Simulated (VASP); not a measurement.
All values below come from PBE GGA, VASP's PBE PAW potentials (set 64) (plane waves; VASP 6.6.1).

The input files of a VASP run:

INCAR:
```
PREC = Accurate
EDIFFG = -0.01   # ionic stop
ALGO = Normal   # blocked Davidson
NSW = 60
LREAL = .False.
LMAXMIX = 4   # l cut-off of mixed one-centre charges
LASPH = .True.
LCHARG = .False.
EDIFF = 1E-6
IBRION = 2
SIGMA = 0.05   # width (eV)
ISIF = 3   # ions, shape and volume
SYSTEM = CdSe
ENCUT = 400   # plane-wave cut-off (eV)
GGA = PE   # PBE
NELM = 100   # most electronic steps
LWAVE = .False.
ISMEAR = 0
```

**POSCAR**
```
CdSe
1
   -0.0000000000     3.0941686056     3.0941686056
    3.0941686056     0.0000000000     3.0941686056
    3.0941686056     3.0941686056    -0.0000000000
Cd Se
1 1
Direct
  0.0000000000   0.0000000000   0.0000000000
  0.2500000000   0.2500000000   0.2500000000
```

File KPOINTS:
```
Automatic mesh
0
Gamma
7 7 7
0 0 0
```

POTCAR, in this order: Cd Se (PBE.64 set). Program: vasp_std.

Q: Estimate the energy per atom (σ→0), band gap (on the k-mesh).

A: 
```yaml
energy per atom (σ→0): -2.748 eV/atom
band gap (on the k-mesh): 0.50 eV
```

File OSZICAR:
```
...
DAV:   7    -0.549409974827E+01    0.20838E-01   -0.15819E-01   565   0.299E+00    0.204E+00
DAV:   8    -0.549482772604E+01   -0.72798E-03   -0.13848E-02   545   0.172E+00    0.238E-01
DAV:   9    -0.549498448800E+01   -0.15676E-03   -0.19135E-03   605   0.631E-01    0.480E-02
DAV:  10    -0.549506126056E+01   -0.76773E-04   -0.21962E-04   535   0.210E-01    0.462E-02
DAV:  11    -0.549511015169E+01   -0.48891E-04   -0.86558E-05   520   0.720E-02    0.147E-02
DAV:  12    -0.549510882321E+01    0.13285E-05   -0.73127E-06   620   0.383E-02    0.471E-03
DAV:  13    -0.549510955882E+01   -0.73560E-06   -0.24331E-06   514   0.115E-02
   1 F= -.54951096E+01 E0= -.54951096E+01  d E =-.549511E+01
```

The structure was generated: CdSe was put into the zinc blende type (F-43m), which need not be its known phase. It was relaxed first. The start is the result of an earlier pass.
